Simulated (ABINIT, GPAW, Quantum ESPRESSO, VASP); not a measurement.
One structure in several programs: ZnS (P6_3mc, 4 atoms in the cell)

Self-consistent single point, at a second geometry (lattice scaled by 0.98). First geometry:

```
CELL_PARAMETERS angstrom
      3.80580     0.00000     0.00000
     -1.90290     3.29592     0.00000
      0.00000     0.00000     6.23798
ATOMIC_POSITIONS crystal
  Zn 0.33333 0.66667 0.00014
  Zn 0.66667 0.33333 0.50014
  S  0.33333 0.66667 0.37486
  S  0.66667 0.33333 0.87486
```

Shared settings, as Quantum ESPRESSO writes them: occupations = smearing; smearing = fd; degauss = 0.0036749 Ry; K_POINTS = automatic 8 8 5 0 0 0. Potentials and cutoffs stand in the table.

```
code                                                     model  ΔF from the first geometry (meV/atom)  pressure (GPa)  largest force (eV/Å)  gap on the mesh (eV)  cutoff
----------------  --------------------------------------------  -------------------------------------  --------------  --------------------  --------------------  ------
GPAW              PBE, GPAW PAW datasets PBE (gpaw-data 1.0.1)                                   36.2            7.92                 0.027                 2.491  800 eV
ABINIT                             PBE, PAW (JTH v2.0 PBE PAW)                                   34.8            7.68                 0.026                 2.486  816 eV
Quantum ESPRESSO     PBE, PSlibrary PAW (PBE) pseudopotentials                                   35.0            6.88                 0.027                 2.484   50 Ry
VASP                   PBE, VASP's PBE PAW potentials (set 64)                                      –               –                     –                 2.500  300 eV
```

For Quantum ESPRESSO (by 0.8 GPa) the energy change implies a higher mean pressure, against the two pressures, than for the other programs: a sign of finite-basis (Pulay) stress.

A dash marks a value that a program does not give, or that is left out as unsure.

Gaps are read on the mesh.

The spread over the programs that give each value: ΔF from the first geometry within 1.4 meV/atom; pressure within 1.04 GPa; largest force within 0.001 eV/Å; gap on the mesh within 0.016 eV.

VASP's run is marked for a possible Pulay error in its stress at this cutoff; no cutoff test was made.

The starting cell comes from a database of computed structures (which also holds hypothetical and non-ambient phases and stackings), without a prior relaxation at this level. For this run, on top of that: lattice scaled by 0.98.

Left out of this page: Ansatz, CP2K, Elk and SIESTA (not drawn, or without a comparable value); FLEUR (with a known weakness of the program).
